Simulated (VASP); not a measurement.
Computed with optB88-vdW, VASP's PBE PAW potentials (set 64) (plane waves; VASP).

VASP input:

**INCAR**
```
AGGAC=0.0
ALGO=Normal
EDIFF=1E-7
ENCUT=520
GGA=BO
ISIF=2
ISMEAR=-5
LASPH=T
LCHARG=T
LMAXMIX=4
LORBIT=11
LREAL=F
LUSE_VDW=T
LWAVE=F
NEDOS=601
NELM=100
PARAM1=0.1833333333
PARAM2=0.22
PREC=Accurate
SYSTEM=KI
```

**KPOINTS**
```
Automatic mesh
0
Gamma
7 7 7
0 0 0
```

### POSCAR
```
KI
4.9679660
  0.0000000000   0.7071068339   0.7071068339
  0.7071068339   0.0000000000   0.7071068339
  0.7071068339   0.7071068339   0.0000000000
K I
1 1
Cartesian
  0.0000000000   0.0000000000   0.0000000000
  0.7071068339   0.7071068339   0.7071068339
```

POTCAR, in this order: K_sv I (PBE.64 set). Program: vasp_std.

Output

**OSZICAR**
```
       N       E                     dE             d eps       ncg     rms          rms(c)
DAV:   1     0.988219159668E+02    0.98822E+02   -0.66401E+03   480   0.114E+03
DAV:   2     0.420294441894E+01   -0.94619E+02   -0.89697E+02   604   0.250E+02
DAV:   3    -0.136103414788E+01   -0.55640E+01   -0.55386E+01   608   0.555E+01
DAV:   4    -0.164987073377E+01   -0.28884E+00   -0.28860E+00   852   0.107E+01
DAV:   5    -0.165179912183E+01   -0.19284E-02   -0.19283E-02   620   0.944E-01    0.378E+00
DAV:   6    -0.155248342046E+01    0.99316E-01   -0.14209E-01   588   0.229E+00    0.259E+00
DAV:   7    -0.154113819185E+01    0.11345E-01   -0.13638E-01   612   0.206E+00    0.781E-01
DAV:   8    -0.154354382953E+01   -0.24056E-02   -0.14592E-02   624   0.864E-01    0.742E-02
DAV:   9    -0.154379337703E+01   -0.24955E-03   -0.78061E-04   616   0.202E-01    0.808E-02
DAV:  10    -0.154389205720E+01   -0.98680E-04   -0.12145E-04   656   0.820E-02    0.204E-02
DAV:  11    -0.154389672307E+01   -0.46659E-05   -0.33302E-05   600   0.378E-02    0.872E-03
DAV:  12    -0.154389656637E+01    0.15670E-06   -0.20678E-06   624   0.141E-02    0.827E-03
DAV:  13    -0.154389646354E+01    0.10283E-06   -0.11444E-07   528   0.300E-03    0.402E-03
DAV:  14    -0.154389642970E+01    0.33842E-07   -0.23335E-07   588   0.254E-03
   1 F= -.15438964E+01 E0= -.15438964E+01  d E =0.000000E+00
```

**OUTCAR**
```
------------------------ aborting loop because EDIFF is reached ----------------------------------------
  FORCE on cell =-STRESS in cart. coord.  units (eV):
  Direction    XX          YY          ZZ          XY          YZ          ZX
  --------------------------------------------------------------------------------------
  Total       -0.0052529     -0.0052529     -0.0052529      0.0000000      0.0000000     -0.0000000
  in kB       -0.0970702     -0.0970702     -0.0970702      0.0000000      0.0000000     -0.0000000
  external PRESSURE =      -0.0970702 kB  Pullay stress =       0.0000000 kB
  volume of cell :       86.70
      direct lattice vectors                 reciprocal lattice vectors
     0.000000000  3.512882709  3.512882709    -0.142333246  0.142333246  0.142333246
     3.512882709  0.000000000  3.512882709     0.142333246 -0.142333246  0.142333246
     3.512882709  3.512882709  0.000000000     0.142333246  0.142333246 -0.142333246
  FREE ENERGIE OF THE ION-ELECTRON SYSTEM (eV)
  ---------------------------------------------------
  free  energy   TOTEN  =        -1.5438964297 eV

  energy  without entropy=       -1.5438964297  energy(sigma->0) =       -1.54389643

 total charge

# of ion       s       p       d       tot
------------------------------------------
    1        1.955   5.538   0.024   7.518
    2        1.500   2.847   0.001   4.349
--------------------------------------------------
tot          3.455   8.385   0.026  11.866
```
(Selected blocks of OUTCAR.)

The compound is KI in the rock salt structure. It was relaxed first.
